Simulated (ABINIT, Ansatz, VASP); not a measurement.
**One structure in several programs: NaF (Fm-3m, 2 atoms in the cell)**

Self-consistent single point.

```yaml
crystal:
  lattice:
    - [0.00000, 2.31500, 2.31500]
    - [2.31500, 0.00000, 2.31500]
    - [2.31500, 2.31500, 0.00000]
  atoms:
    - { symbol: Na, position: [0.00000, 0.00000, 0.00000] }
    - { symbol: F, position: [0.50000, 0.50000, 0.50000] }
```

Shared settings, as Ansatz (a quantum-chemistry and plane-wave program) writes them: kpoints.mp_grid.grid = 6 6 6; scf.occupations.method = fermi_dirac; scf.occupations.width = 0.05 eV. Potentials and cutoffs stand in the table.

```json
[
 {"code": "VASP", "model": "LDA (PZ), VASP's LDA PAW potentials (set 64)", "pressure (GPa)": "–", "gap on the mesh (eV)": "5.992", "cutoff": "400 eV"},
 {"code": "Ansatz", "model": "LDA (PW92), default PAW files made with PBE", "pressure (GPa)": "-4.91", "gap on the mesh (eV)": "5.991", "cutoff": "420 eV"},
 {"code": "ABINIT", "model": "LDA (PW92), norm-conserving pseudopotentials (PseudoDojo nc-sr-04 LDA standard)", "pressure (GPa)": "-4.25", "gap on the mesh (eV)": "6.005", "cutoff": "44 Ha"}
]
```

A dash marks a value that a program does not give, or that is left out as unsure.

Gaps are read on the mesh.

The spread over the programs that give each value: pressure within 0.66 GPa; gap on the mesh within 0.014 eV.

Ansatz's pressure is given at a fixed set of plane waves, as the other plane-wave codes print theirs; with its correction for the finite basis it is -4.21 GPa (the shift of 0.69 GPa shows how far the cutoff is from converged). The same LDA comes in different parametrisations, which differ slightly.

VASP's run is marked for a possible Pulay error in its stress at this cutoff; no cutoff test was made.

The starting cell has typed, rounded lattice constants, without a prior relaxation at this level.

Left out of this page: GPAW, CP2K, FLEUR and SIESTA (not drawn, or without a comparable value).

Keys are those of Ansatz 0.2.
